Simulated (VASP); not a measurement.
Here is the system:

```yaml
crystal:
  lattice:
    - [4.03819, 0.00000, 0.00000]
    - [0.00000, 4.03819, 0.00000]
    - [0.00000, 0.00000, 4.03819]
  atoms:
    - { symbol: Ba, position: [0.00000, 0.00000, 0.00000] }
    - { symbol: Ti, position: [0.50000, 0.50000, 0.50000] }
    - { symbol: O, position: [0.50000, 0.00000, 0.50000] }
    - { symbol: O, position: [0.00000, 0.50000, 0.50000] }
    - { symbol: O, position: [0.50000, 0.50000, 0.00000] }
```

Calculation: r2SCAN+rVV10, VASP's PBE PAW potentials (set 64) (plane waves; VASP 6.6.1). Settings: 520 eV cut-off, 6×6×6 Γ-centred mesh, Gaussian smearing of 0.050 eV, potentials Ba_sv Ti_sv O.

Unless said otherwise, spin-orbit coupling is left out, though it shifts the bands of the heavy elements here.

Q: Predict the energy per atom (σ→0), pressure, band gap (on the k-mesh) with the smallest direct gap where there is one.

A: 
| Property | Value |
|---|---|
| band gap (on the k-mesh) | 2.06 eV |
| smallest direct gap (on the k-mesh) | 2.24 eV |
| energy per atom (σ→0) | -14.660 eV/atom |
| pressure | -5.08 GPa |

The absolute energy has meaning only against runs of the same code, potentials and settings.

The compound is BaTiO3 in the cubic perovskite structure, the ideal cubic form; the compound distorts at low or room temperature. This cell is one point of a volume scan, at 1.03 of the reference volume.
